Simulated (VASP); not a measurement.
Consider the following.

```yaml
crystal:
  lattice:
    - [0.00000, 3.17729, 3.17729]
    - [3.17729, 0.00000, 3.17729]
    - [3.17729, 3.17729, 0.00000]
  atoms:
    - { symbol: Sn, position: [0.00000, 0.00000, 0.00000] }
    - { symbol: Te, position: [0.50000, 0.50000, 0.50000] }
```

The numbers are results of PBE GGA with D3 dispersion (zero damping), VASP's PBE PAW potentials (set 64) (plane waves; VASP), not measurements. Numerical set-up: 520 eV cut-off, Gaussian smearing of 0.050 eV, potentials Sn_d Te.

Unless said otherwise, spin-orbit coupling is left out, though it shifts the bands of the heavy elements here.

### Question
Give the energies of bands 7 to 13 at the high-symmetry points, in eV from the valence-band maximum.

### Answer

| band | Γ | X | U | L | W |
|---|---|---|---|---|---|
| 7 | -4.80 | -6.48 | -7.37 | -8.23 | -7.32 |
| 8 | -2.10 | -5.43 | -5.04 | -1.77 | -4.70 |
| 9 | -2.10 | -3.65 | -3.17 | -1.77 | -4.70 |
| 10 | -2.10 | -3.65 | -2.68 | 0.00 | -0.85 |
| 11 | 3.27 | 2.25 | 2.94 | 0.02 | 0.82 |
| 12 | 3.27 | 4.78 | 3.01 | 0.38 | 4.58 |
| 13 | 3.27 | 4.78 | 4.17 | 0.38 | 4.58 |

The gap is direct, 0.02 eV, from the valence maximum at L to the conduction minimum at L.

The compound is SnTe in the rock salt structure, which distorts at low temperature. It was relaxed first.
